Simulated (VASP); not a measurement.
Consider the following.

```
ZnSe
1.0
    4.05236     0.00000     0.00000
   -2.02618     3.50945     0.00000
    0.00000     0.00000    17.31638
Zn Se
2 2
Direct
  0.66667   0.33333   0.37565
  0.66667   0.33333   0.62435
  0.33333   0.66667   0.36846
  0.33333   0.66667   0.63154
```

The numbers are results of r2SCAN meta-GGA, VASP's PBE PAW potentials (set 64) (plane waves; VASP 6.6.1), not measurements. Run with 400 eV cut-off, 7×7×1 Γ-centred mesh, tetrahedra with Blöchl corrections, potentials Zn Se.

The cell holds a wide vacuum, so values per volume refer to the whole cell. The cores are frozen, which limits the accuracy of field gradients.

Problem. Give the principal components of the electric field gradient (V/Å²) and the asymmetry η at each nucleus.

Solution. 
```csv
atom,Vxx,Vyy,Vzz,η
Zn1,-61.5,-61.5,123.0,0.00
Zn2,-61.5,-61.5,123.0,0.00
Se3,108.7,108.7,-217.4,0.00
Se4,108.7,108.7,-217.4,0.00
```

The cell is a sheet with vacuum, built from a generated structure.
